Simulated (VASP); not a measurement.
These are PBE GGA, VASP's PBE PAW potentials (set 64) (plane waves; VASP) values and carry that method's errors.

A VASP calculation is set up with these files.

File POSCAR:
```
TiGe
1
   -1.7288300000     1.7288300000     5.8529660000
    1.7288300000    -1.7288300000     5.8529660000
    1.7288300000     1.7288300000    -5.8529660000
Ti Ge
2 2
Direct
  0.7418910000   0.7489990000  -0.0037820000
  0.4951980000   0.0002460000   0.5047950000
  0.1714030000   0.1667530000   0.0033270000
  0.9235070000   0.4160020000   0.4956610000
```

### INCAR
```
# general
SYSTEM  = TiGe
PREC    = Accurate
ENCUT   = 300   # plane-wave cut-off (eV)
LREAL   = .False.   # projection in real space or not
LASPH   = .True.

# electronic loop
EDIFF   = 1E-6
NELM    = 100
ALGO    = Normal   # blocked Davidson
LMAXMIX = 4   # l cut-off of mixed one-centre charges

# smearing
ISMEAR  = -1   # Fermi-Dirac
SIGMA   = 0.1   # width (eV)

# functional
GGA     = PE

# ions
ISIF    = 2

# output
LWAVE   = .False.
LCHARG  = .False.
```

**KPOINTS**
```
Regular mesh
0
Gamma
 5 5 5
0 0 0
```

POTCAR, in this order: Ti_sv Ge_d (PBE.64 set). Program: vasp_std.

Output of the run:

File OSZICAR:
```
       N       E                     dE             d eps       ncg     rms          rms(c)
DAV:   1     0.446355128143E+03    0.44636E+03   -0.20260E+04  4551   0.287E+03
DAV:   2     0.451742831459E+02   -0.40118E+03   -0.39450E+03  3906   0.627E+02
DAV:   3    -0.236657844113E+02   -0.68840E+02   -0.68053E+02  5544   0.189E+02
DAV:   4    -0.296393243339E+02   -0.59735E+01   -0.59477E+01  5276   0.508E+01
DAV:   5    -0.299647660290E+02   -0.32544E+00   -0.32533E+00  5613   0.903E+00    0.150E+01
DAV:   6    -0.261109108868E+02    0.38539E+01   -0.46110E+01  4856   0.396E+01    0.519E+00
DAV:   7    -0.257279023056E+02    0.38301E+00   -0.73563E+00  5086   0.183E+01    0.346E+00
DAV:   8    -0.256524635933E+02    0.75439E-01   -0.98037E-01  5343   0.547E+00    0.243E+00
DAV:   9    -0.256244917962E+02    0.27972E-01   -0.35620E-01  4879   0.425E+00    0.770E-01
DAV:  10    -0.256175073744E+02    0.69844E-02   -0.75206E-02  5136   0.201E+00    0.220E-01
DAV:  11    -0.256177556656E+02   -0.24829E-03   -0.22259E-03  5006   0.708E-01    0.471E-02
DAV:  12    -0.256177628158E+02   -0.71502E-05   -0.38235E-04  5203   0.368E-01    0.240E-02
DAV:  13    -0.256177537241E+02    0.90917E-05   -0.55950E-05  5643   0.166E-01    0.855E-03
DAV:  14    -0.256177532130E+02    0.51114E-06   -0.84371E-06  4939   0.316E-02
   1 F= -.25617753E+02 E0= -.25517883E+02  d E =-.199740E+00
```

File OUTCAR:
```
------------------------ aborting loop because EDIFF is reached ----------------------------------------
  FORCE on cell =-STRESS in cart. coord.  units (eV):
  Direction    XX          YY          ZZ          XY          YZ          ZX
  --------------------------------------------------------------------------------------
  Total        1.2363807      1.6220721      0.2171527     -0.0036281      0.1449781     -0.1445940
  in kB       28.3088488     37.1398524      4.9720479     -0.0830717      3.3194973     -3.3107037
  external PRESSURE =      23.4735830 kB  Pullay stress =       0.0000000 kB
  volume of cell :       69.97
      direct lattice vectors                 reciprocal lattice vectors
    -1.728830000  1.728830000  5.852966000     0.000000000  0.289212936  0.085426773
     1.728830000 -1.728830000  5.852966000     0.289212936  0.000000000  0.085426773
     1.728830000  1.728830000 -5.852966000     0.289212936  0.289212936  0.000000000
 POSITION                                       TOTAL-FORCE (eV/Angst)
 -----------------------------------------------------------------------------------
      1.73458      1.71000      2.89530        -0.084751      0.223974      0.139413
      0.01702      1.72839     -0.05473        -0.293825      0.059568      0.126908
     -0.00229      0.01379      1.95974         0.022897     -0.264485     -0.036750
     -0.02048      1.73430      4.93901         0.355678     -0.019057     -0.229572
 -----------------------------------------------------------------------------------
    total drift:                                0.000056      0.000050      0.000758
  FREE ENERGIE OF THE ION-ELECTRON SYSTEM (eV)
  ---------------------------------------------------
  free  energy   TOTEN  =       -25.6177532130 eV

  energy  without entropy=      -25.4180136730  energy(sigma->0) =      -25.51788344
```
(Selected blocks of OUTCAR.)

At this cut-off the stress carries a Pulay error, which pulls relaxed volumes low.

The structure was generated: TiGe was put into an ordered model structure, which need not be its known phase. The cell was not relaxed at this level, atoms are displaced from their ideal sites. The k-mesh is coarse (spacing up to 0.51 per Å, 2π included), so the numbers may not be converged in it.
